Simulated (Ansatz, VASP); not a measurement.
## CdRu2 in VASP and in Ansatz

```xyz
6
Lattice="0.0000 3.6411 3.6411 3.6411 0.0000 3.6411 3.6411 3.6411 0.0000" Properties=species:S:1:pos:R:3 pbc="T T T"
Cd    0.0000    0.0000    0.0000
Cd    1.8205    1.8205    1.8205
Ru    4.5514    4.5514    4.5514
Ru    4.5514    2.7308    2.7308
Ru    2.7308    2.7308    4.5514
Ru    2.7308    4.5514    2.7308
```

Alike in both runs: functional r2SCAN; k mesh 4 × 4 × 4; occupations gaussian, width 0.1 eV; no spin polarisation.

Ansatz relaxed the structure, and its values are those at the end. VASP's run is a single point on that final structure, the one shown.

```csv
,VASP,Ansatz
version,VASP 6.6.1,Ansatz 0.2.0
potentials or method,"VASP PAW PBE potentials, release 64 (Cd, Ru_pv)","scalar-relativistic, plane waves, PAW"
plane-wave cutoff (eV),520,500
valence electrons in the cell,80,104
```

VASP gave:

```
gap on the k mesh at the Fermi level (eV) : none
pressure (GPa)                            : 1.1
```

Q: Which values does Ansatz return?

A: gap on the k mesh at the Fermi level (eV): none; pressure (GPa): 0.0.

A gap of «none» marks a metal or a gap that the smearing closes. The functional is the same, so the differences come from potentials, cutoffs and numerics. The two sets of potentials don't hold the same shells in valence.

Caveats: the k mesh is coarse (spacing up to 0.37 Å⁻¹), so the values aren't converged; the PAW data sets were made with another functional, which shifts forces and pressure a little (VASP).
